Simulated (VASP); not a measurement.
These are PBE GGA, VASP's PBE PAW potentials (set 64) (plane waves; VASP) values and carry that method's errors.

VASP input:

**INCAR**
```
SYSTEM = MgSe
PREC = Accurate
ENCUT = 420
EDIFF = 1E-09
NELM = 100
ALGO = Normal
LREAL = .FALSE.
LASPH = .TRUE.
ISMEAR = -1
SIGMA = 0.05
GGA = PE
LMAXMIX = 4
LWAVE = .FALSE.
LCHARG = .FALSE.
ISIF = 3
IBRION = 2
NSW = 50
EDIFFG = -0.005
```

### KPOINTS
```
Automatic mesh
0
Gamma
10 10 10
0 0 0
```

File POSCAR:
```
MgSe
1.0
  0.0000000000   2.7484870000   2.7484870000
  2.7484870000   0.0000000000   2.7484870000
  2.7484870000   2.7484870000   0.0000000000
Mg Se
1 1
Cart
  0.0000000000   0.0000000000   0.0000000000
  2.7484870000   2.7484870000   2.7484870000
```

POTCAR, in this order: Mg Se (PBE.64 set). Program: vasp_std.

Gaps are read on the run's mesh, which can miss a band edge.

What does the run give for the energy per atom (σ→0), volume per atom, band gap (on the k-mesh)?

```yaml
energy per atom (σ→0): -3.745 eV/atom
band gap (on the k-mesh): 1.75 eV
volume_per_atom: 20.85 Å^3/atom
```

**OSZICAR**
```
...
DAV:   4    -0.749071107007E+01    0.16879E-05   -0.34109E-06   800   0.145E-02    0.132E-02
DAV:   5    -0.749071026927E+01    0.80080E-06   -0.97033E-07   888   0.773E-03    0.244E-03
DAV:   6    -0.749071032294E+01   -0.53673E-07   -0.73402E-09   936   0.815E-04    0.136E-03
DAV:   7    -0.749071039744E+01   -0.74498E-07   -0.10021E-08   800   0.571E-04    0.177E-04
DAV:   8    -0.749071038914E+01    0.82915E-08   -0.18377E-10   376   0.116E-04    0.631E-05
DAV:   9    -0.749071038492E+01    0.42222E-08   -0.22231E-11   376   0.382E-05    0.687E-06
DAV:  10    -0.749071038528E+01   -0.36016E-09   -0.10458E-12   376   0.894E-06
   2 F= -.74907104E+01 E0= -.74907104E+01  d E =-.110721E-03
```

The structure comes from a computed database's MgSe entry; how it stands against other phases isn't given here. This run relaxes it. Symmetry was kept, so distortions that lower it aren't found. The run is one of a series of settings (EDIFF = 1E-09, EDIFFG = -0.005, ENCUT = 420, IBRION = 2, ISIF = 3, NSW = 50, KPOINTS 10×10×10 Γ-centred mesh against the base run), some of them coarse on purpose.
